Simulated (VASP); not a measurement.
Input:

```yaml
crystal:
  lattice:
    - [0.00000, 2.59549, 2.59549]
    - [2.59549, 0.00000, 2.59549]
    - [2.59549, 2.59549, 0.00000]
  atoms:
    - { symbol: Ca, position: [0.00000, 0.00000, 0.00000] }
    - { symbol: F, position: [0.25000, 0.25000, 0.25000] }
    - { symbol: F, position: [0.75000, 0.75000, 0.75000] }
```

The numbers are results of LDA (Ceperley-Alder, Perdew-Zunger), VASP's LDA PAW potentials (set 64) (plane waves; VASP), not measurements. Numerical set-up: 620 eV cut-off, 7×7×7 Γ-centred mesh, Gaussian smearing of 0.050 eV, potentials Ca_sv F.

Q: Predict the energy per atom (σ→0), pressure.

A: 
```yaml
energy per atom (σ→0): -6.306 eV/atom
pressure: 10.01 GPa
```

Only differences to runs with the same potentials and settings are physical.

The compound is CaF2 in the fluorite structure. It was relaxed first under an external pressure of 10 GPa.
